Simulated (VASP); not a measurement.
Output of a VASP run:

OSZICAR:
```
       N       E                     dE             d eps       ncg     rms          rms(c)
DAV:   1     0.385439644664E+02    0.38544E+02   -0.74491E+03   720   0.119E+03
DAV:   2    -0.300787367910E+02   -0.68623E+02   -0.62875E+02  1104   0.187E+02
DAV:   3    -0.334489507133E+02   -0.33702E+01   -0.33471E+01   952   0.418E+01
DAV:   4    -0.334927941800E+02   -0.43843E-01   -0.43794E-01   884   0.567E+00
DAV:   5    -0.334936402353E+02   -0.84606E-03   -0.84590E-03   936   0.751E-01    0.114E+01
DAV:   6    -0.301110510197E+02    0.33826E+01   -0.10716E+01   880   0.204E+01    0.490E+00
DAV:   7    -0.300625834176E+02    0.48468E-01   -0.83705E-01   932   0.604E+00    0.227E+00
DAV:   8    -0.300460412910E+02    0.16542E-01   -0.45593E-02   840   0.161E+00    0.533E-01
DAV:   9    -0.300448854924E+02    0.11558E-02   -0.67582E-03   908   0.620E-01    0.133E-01
DAV:  10    -0.300451154158E+02   -0.22992E-03   -0.89872E-04   872   0.206E-01    0.595E-02
DAV:  11    -0.300451197334E+02   -0.43176E-05   -0.15165E-04   876   0.914E-02    0.139E-02
DAV:  12    -0.300451209453E+02   -0.12119E-05   -0.54155E-06   892   0.192E-02    0.418E-03
DAV:  13    -0.300451213833E+02   -0.43797E-06   -0.20364E-07   776   0.375E-03    0.905E-04
DAV:  14    -0.300451214990E+02   -0.11578E-06   -0.50356E-08   544   0.163E-03    0.111E-03
DAV:  15    -0.300451214647E+02    0.34361E-07   -0.14221E-08   524   0.905E-04
   1 F= -.30045121E+02 E0= -.30045121E+02  d E =-.300451E+02
```

### OUTCAR
```
------------------------ aborting loop because EDIFF is reached ----------------------------------------
  FORCE on cell =-STRESS in cart. coord.  units (eV):
  Direction    XX          YY          ZZ          XY          YZ          ZX
  --------------------------------------------------------------------------------------
  Total       -3.0781577     -3.0781571     -3.0742491      0.0000000      0.0000000      0.0000000
  in kB     -110.6900075   -110.6899872   -110.5494552      0.0000000      0.0000000      0.0000000
  external PRESSURE =    -110.6431499 kB  Pullay stress =       0.0000000 kB
  volume of cell :       44.55
      direct lattice vectors                 reciprocal lattice vectors
     1.576198466 -2.730055574  0.000000000     0.317218936 -0.183146455  0.000000000
     1.576198466  2.730055574  0.000000000     0.317218936  0.183146455  0.000000000
     0.000000000  0.000000000  5.177029540     0.000000000  0.000000000  0.193160961
  FREE ENERGIE OF THE ION-ELECTRON SYSTEM (eV)
  ---------------------------------------------------
  free  energy   TOTEN  =       -30.0451214647 eV

  energy  without entropy=      -30.0451214647  energy(sigma->0) =      -30.04512146

 reached required accuracy - stopping structural energy minimisation
```
(Selected blocks of OUTCAR.)

**POSCAR**
```
SiC
1
    1.5761984655    -2.7300555738     0.0000000000
    1.5761984655     2.7300555738     0.0000000000
    0.0000000000     0.0000000000     5.1770295398
Si C
2 2
Direct
  0.6666670000   0.3333330000   0.4995828347
  0.3333330000   0.6666670000   0.9995828347
  0.6666670000   0.3333330000   0.8754171653
  0.3333330000   0.6666670000   0.3754171653
```

### Question
Write an INCAR and KPOINTS that could have produced this output.

### Answer
Several could match; the one computed here: the input of the run itself, PW91 GGA, plane waves, VASP's PBE PAW potentials (set 64).

File KPOINTS:
```
Automatic mesh
0
Gamma
8 8 5
0 0 0
```

INCAR:
```
! general
SYSTEM = SiC
PREC   = Accurate
ENCUT  = 520
LREAL  = .FALSE.
LASPH  = .TRUE.   ! aspherical one-centre terms

! electronic loop
EDIFF  = 1E-7   ! SCF stop (eV)
NELM   = 100   ! most electronic steps
ALGO   = Normal   ! blocked Davidson

! smearing
ISMEAR = 0   ! Gaussian
SIGMA  = 0.05   ! width (eV)

! functional
GGA    = 91   ! PW91

! ions
IBRION = 2   ! conjugate gradients
NSW    = 30
ISIF   = 4   ! ions and shape, fixed volume
EDIFFG = -0.01

! output
LWAVE  = .FALSE.
LCHARG = .FALSE.
```

POTCAR, in this order: Si C (PBE.64 set). Program: vasp_std.

The compound is SiC in the wurtzite structure, the rare 2H polytype. This cell is one point of a volume scan, at 1.06 of the reference volume.
